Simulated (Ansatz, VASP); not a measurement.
# Y in two plane-wave programs, part 2 of 2

One calculation is typed for both programs; each brings its own data sets. How far apart do they land? The structure shown is the end of the Ansatz relaxation below.

VASP 6.6.1 and Ansatz 0.2.0.

So far. Step 3 (VASP: single point, PBEsol, pair 1): The run ends at a pressure of -2.35 GPa.

## Step 6: VASP: single point, PBEsol, pair 2

Level of this step: PBEsol; plane waves and PAW (Y_sv) (VASP).

The same cell, functional, mesh and smearing now go to VASP, with its own data sets.

Input file INCAR:

```
SYSTEM = Y
PREC = Accurate
ENCUT = 500
EDIFF = 1E-06
NELM = 120
ISMEAR = 1
SIGMA = 0.2
LREAL = .FALSE.
ALGO = Normal
GGA = PS
NBANDS = 17
LASPH = .TRUE.
LORBIT = 11
LWAVE = .FALSE.
LCHARG = .FALSE.
ISIF = 2
GGA_COMPAT = .FALSE.
KPAR = 2
```

Input file POSCAR:

```
Y
1.0
    3.6236792371      0.0000000000      0.0000000000
   -1.8118396186      3.1381982745      0.0000000000
    0.0000000000      0.0000000000      5.4145037624
Y
2
Direct
    0.3333335568      0.6666664432      0.2500000000
    0.6666664432      0.3333335568      0.7500000000
```

Input file KPOINTS:

```
Automatic mesh
0
Gamma
15 15 8
0 0 0
```

PAW data sets: Y_sv (PBE family, release 64).

Command:

```
$ mpirun -np 2 vasp_std
```

Numbers of over 12 decimals in the logs are rounded to 6 here.

The program printed:

```text
[banner, memory and clock lines left out]
running    2 mpi-ranks, on    1 nodes
[...]
[... a notice as in an earlier step ...]

 LDA part: xc-table for (Slater+PW92), standard interpolation
 POSCAR, INCAR and KPOINTS ok, starting setup
[...]
entering main loop
       N       E                     dE             d eps       ncg     rms          rms(c)
DAV:   1     0.851457759822E+02    0.85146E+02   -0.11274E+04  4590   0.121E+03
DAV:   2    -0.683004622057E+01   -0.91976E+02   -0.90595E+02  5813   0.262E+02
DAV:   3    -0.138818209112E+02   -0.70518E+01   -0.69790E+01  8132   0.438E+01
DAV:   4    -0.140466052497E+02   -0.16478E+00   -0.16467E+00  5581   0.700E+00
[...]
DAV:  11    -0.136268158156E+02    0.22359E-05   -0.58630E-05  7020   0.600E-02    0.549E-02
DAV:  12    -0.136268121070E+02    0.37086E-05   -0.95759E-06  5299   0.250E-02    0.256E-02
DAV:  13    -0.136268124847E+02   -0.37765E-06   -0.23616E-06  4097   0.148E-02
   1 F= -.13626812E+02 E0= -.13627058E+02  d E =0.736599E-03
```

Parts of OUTCAR (step 6):

```text
  Total       -0.0552954     -0.0552954      0.8377840      0.0000000     -0.0000000      0.0000000
  in kB       -1.4388342     -1.4388342     21.7998677      0.0000000     -0.0000000      0.0000000
  external PRESSURE =       6.3073997 kB  Pullay stress =       0.0000000 kB

 POSITION                                       TOTAL-FORCE (eV/Angst)
 -----------------------------------------------------------------------------------
      0.00000      2.09213      1.35363        -0.000000      0.000000      0.000000
      1.81184      1.04607      4.06088         0.000000     -0.000000      0.000000
 -----------------------------------------------------------------------------------
    total drift:                               -0.000295      0.000171     -0.000006

  FREE ENERGIE OF THE ION-ELECTRON SYSTEM (eV)
  ---------------------------------------------------
  free  energy   TOTEN  =       -13.6268124847 eV

  energy  without entropy=      -13.6275490840  energy(sigma->0) =      -13.62705802

[... 1 part as in an earlier step ...]

[... 2 further parts left out ...]
[key lines of the parts left out:]
E-fermi :   3.1751
```

The run ends at a pressure of 0.63 GPa.

## Step 7: Differences

Compared:

| quantity | Ansatz | VASP | difference |
| --- | --- | --- | --- |
| pressure (GPa) | 0.77 | 0.63 | +0.14 |

## Step 8: Ansatz: relaxation, PBEsol

This run makes the geometry at which the two programs are then compared. The cell compared in this pair holds 61.23 Å³, against 61.57 Å³ for the pair before.

The structure compared here is the end of the Ansatz relaxation.

Input file input.yaml:

```yaml
crystal:
  lattice:
    - [3.6236792371, 0.0, 0.0]
    - [-1.8118396186, 3.1381982745, 0.0]
    - [0.0, 0.0, 5.358684136]
  atoms:
    - { symbol: "Y", position: [0.3333335568, 0.6666664432, 0.25] }
    - { symbol: "Y", position: [0.6666664432, 0.3333335568, 0.75] }
kpoints:
  mp_grid: { grid: [15, 15, 8] }
hamiltonian:
  xc: pbesol
  pseudopotentials: { kind: paw, azcp: { folder: soft_1 }, xc_functional: pbe }
scf:
  occupations: { method: methfessel_paxton, width: 0.2 }
output:
  forces: true
  stress: true
  eigenvalues: true
relax:
  adjacent_minimum: "off"
  f_tol: 0.001
  max_steps: 60
  cell: { stress_tol: 0.01, fix: [c, angles] }
```

Command:

```
$ ansatz run input.yaml --threads 4 --pin off --max-ram 10240MiB --backend cpu --events-out ev --progress --plain --runs-dir out
```

The program printed:

```text
[...]
k-point 319: bands = [... 7 lower, -12.1318, 8.3319, 8.3319, 10.2383, 10.2383, 11.6326, 11.6326, 12.7764]
--- Relaxed structure (2 steps of the walk, 2 accepted, 1 SCFs on fresh bases) ---
[...]
cell:  # Å, volume = 61.2260 Å³
    - [3.632232, 2.8935646795760076e-11, 0.0]
    - [-1.816116, 3.145605, 0.0]
    - [0.0, 0.0, 5.358684136]
  atoms:
    - { symbol: Y, position: [0.333334, 0.666666, 0.25] }
    - { symbol: Y, position: [0.666666, 0.333334, 0.75] }
[key lines of the parts left out:]
SCF converged after 5 iterations
Free energy (F): -7590.162692 eV
Fermi energy:    10.041065 eV
P = ⅓ Tr σ = 1.0451 GPa (10.451 kbar)
```

## Step 9: VASP: single point, PBEsol, pair 3

The same cell, functional, mesh and smearing now go to VASP, with its own data sets.

INCAR is that of step 6.

Input file POSCAR:

```
Y
1.0
    3.6322319547      0.0000000000      0.0000000000
   -1.8161159774      3.1456051452      0.0000000000
    0.0000000000      0.0000000000      5.3586841360
Y
2
Direct
    0.3333337606      0.6666662394      0.2500000000
    0.6666662394      0.3333337606      0.7500000000
```

KPOINTS is that of step 6.

Command:

```
$ mpirun -np 2 vasp_std
```

The program printed:

```text
[... set-up lines as in an earlier step ...]
 entering main loop
       N       E                     dE             d eps       ncg     rms          rms(c)
DAV:   1     0.851073460425E+02    0.85107E+02   -0.11307E+04  4590   0.120E+03
DAV:   2    -0.686835824218E+01   -0.91976E+02   -0.90564E+02  5713   0.262E+02
DAV:   3    -0.138776417951E+02   -0.70093E+01   -0.69471E+01  8279   0.436E+01
DAV:   4    -0.140323766532E+02   -0.15473E+00   -0.15435E+00  5441   0.690E+00
[...]
DAV:  11    -0.136162103915E+02   -0.24744E-06   -0.58478E-05  7055   0.588E-02    0.607E-02
DAV:  12    -0.136162064048E+02    0.39867E-05   -0.95509E-06  5300   0.247E-02    0.290E-02
DAV:  13    -0.136162064981E+02   -0.93305E-07   -0.23878E-06  4095   0.145E-02
   1 F= -.13616206E+02 E0= -.13616532E+02  d E =0.977608E-03
```

From OUTCAR (step 9):

```text
  Total       -0.0582320     -0.0582320      1.1501379      0.0000000      0.0000000      0.0000000
  in kB       -1.5238282     -1.5238282     30.0970926      0.0000000      0.0000000      0.0000000
  external PRESSURE =       9.0164787 kB  Pullay stress =       0.0000000 kB

 POSITION                                       TOTAL-FORCE (eV/Angst)
 -----------------------------------------------------------------------------------
      0.00000      2.09707      1.33967        -0.000000      0.000000      0.000000
      1.81611      1.04854      4.01901         0.000000     -0.000000      0.000000
 -----------------------------------------------------------------------------------
    total drift:                               -0.000563      0.000325     -0.000011

  FREE ENERGIE OF THE ION-ELECTRON SYSTEM (eV)
  ---------------------------------------------------
  free  energy   TOTEN  =       -13.6162064981 eV

  energy  without entropy=      -13.6171841061  energy(sigma->0) =      -13.61653237

[... 1 part as in an earlier step ...]

[... 2 further parts left out ...]
[key lines of the parts left out:]
E-fermi :   3.1948
```

The run ends at a pressure of 0.90 GPa.

## Step 10: Differences

The two programs side by side:

| quantity | Ansatz | VASP | difference |
| --- | --- | --- | --- |
| pressure (GPa) | 1.05 | 0.90 | +0.14 |

## Step 11: Results

```
difference in pressure (single point, PBEsol, pair 1) : 0.10 GPa
difference in pressure (single point, PBEsol, pair 2) : 0.14 GPa
difference in pressure (single point, PBEsol, pair 3) : 0.14 GPa
```

What this shows: The difference in pressure is 0.14 GPa (single point, PBEsol, pair 3), within the 1 GPa picked in this series as the mark of a large difference. How closely two codes agree says nothing of how well the functional describes the real material.

[Lines on the potential files, build, host, timing and source positions are cut from VASP's logs without a mark.]

[Logs are printed without paths, hosts, clocks, repeated set-up lines and the standing remarks that a program may print on its own settings, such as how far it seeks lower states.]

[Hosts, paths, dates, database ids (printed as entryN), source tags and the programs' standing remarks are cut or masked in the printed files.]
